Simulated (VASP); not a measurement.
VASP runs on Mo3Ir (space group I4/mmm) share one base input (PBE GGA, plane waves, VASP's PBE PAW potentials (set 64)) and change the settings named in each case.

### KPOINTS
```
kpoints
0
G
6 6 6
0 0 0
```

INCAR:
```
SYSTEM = Mo3Ir
PREC = Accurate
ENCUT = 300
EDIFF = 1E-6
NELM = 100
ALGO = Normal
LREAL = .FALSE.
LASPH = .TRUE.
ISMEAR = -1
SIGMA = 0.1
GGA = PE
LMAXMIX = 6
LWAVE = .FALSE.
LCHARG = .FALSE.
ISIF = 2
```

### POSCAR
```
Mo3Ir
1
   -1.9284800000     1.9284800000     4.2955810000
    1.9284800000    -1.9284800000     4.2955810000
    1.9284800000     1.9284800000    -4.2955810000
Mo Ir
3 1
Direct
  0.5000000000   0.5000000000   0.0000000000
  0.7500000000   0.2500000000   0.5000000000
  0.2500000000   0.7500000000   0.5000000000
  0.0000000000   0.0000000000   0.0000000000
```

POTCAR, in this order: Mo_sv Ir (PBE.64 set). Program: vasp_std.

```tsv
change	E(σ→0) (eV/atom)	pressure (GPa)	−TS (eV)
base run	-10.3439	-6.76	-0.1511
GGA = PS	-11.1864	?	?
GGA_COMPAT = .FALSE., LNONCOLLINEAR = .TRUE., LSORBIT = .TRUE., MAGMOM = 0.0 0.0 0.0 0.0 0.0 0.0 0.0 0.0 0.0 0.0 0.0 0.0, program vasp_ncl	-10.5207	-6.50	-0.1523
KPOINTS 3×3×3 Γ-centred mesh	-10.3724	-6.21	-0.1263
```

Question: Some entries are withheld; supply them.

Answer: 
- GGA = PS, pressure (GPa): -14.76
- GGA = PS, −TS (eV): -0.1506

Energies of different potentials or functionals have different zeros.  Unless said otherwise, spin-orbit coupling is left out, though it shifts the bands of the heavy elements here. At 300 eV the pressure can carry a Pulay error.

Left out are runs that ran out of time, are held back, or changed the cell or the kind of run, fixed moments of cells without a moment, rows past the twelfth, gaps on odd meshes, pressures of charged cells and columns that move by less than the noise.

The structure was generated: Mo3Ir was put into an ordered model structure, which need not be its known phase. The cell was not relaxed at this level.
